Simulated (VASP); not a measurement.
Here is the system:

```
SnS2
1.0
    1.84092    -3.18857     0.00000
    1.84092     3.18857     0.00000
    0.00000     0.00000     5.93487
Sn S
1 2
Direct
  0.00000   0.00000   0.00000
  0.33333   0.66667   0.24920
  0.66667   0.33333   0.75080
```

The numbers are results of PBE GGA with D3 dispersion (zero damping), VASP's PBE PAW potentials (set 64) (plane waves; VASP), not measurements. Settings: 520 eV cut-off, 8×8×4 Γ-centred mesh, tetrahedra with Blöchl corrections, potentials Sn_d S.

The cores are frozen, which limits the accuracy of field gradients.

Question: Give the principal components of the electric field gradient (V/Å²) and the asymmetry η at each nucleus.

Answer: 
| atom | Vxx | Vyy | Vzz | η |
|---|---|---|---|---|
| Sn1 | -5.4 | -5.4 | 10.8 | 0.00 |
| S2 | 22.5 | 22.5 | -45.1 | 0.00 |
| S3 | 22.5 | 22.5 | -45.1 | 0.00 |

The compound is SnS2 in the 1T layered structure. It was relaxed first.
